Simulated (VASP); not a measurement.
Data:

```
CELL_PARAMETERS angstrom
      1.62500    -2.81458     0.00000
      1.62500     2.81458     0.00000
      0.00000     0.00000     5.21000
ATOMIC_POSITIONS crystal
  Zn 0.66667 0.33333 0.50000
  Zn 0.33333 0.66667 0.00000
  O  0.66667 0.33333 0.88200
  O  0.33333 0.66667 0.38200
```

Level of theory: PBE GGA, VASP's PBE PAW potentials (set 64) (plane waves; VASP 6.6.1). Numerical set-up: 520 eV cut-off, 8×8×5 Γ-centred mesh, Gaussian smearing of 0.050 eV, potentials Zn O.

### Question
What does the run give for the energy per atom (σ→0), pressure?

### Answer

- energy per atom (σ→0) = -4.456 eV/atom
- pressure = 5.81 GPa

Total energies compare only between runs with the same potentials, cut-off and functional.

The compound is ZnO in the wurtzite structure. The cell was not relaxed at this level.
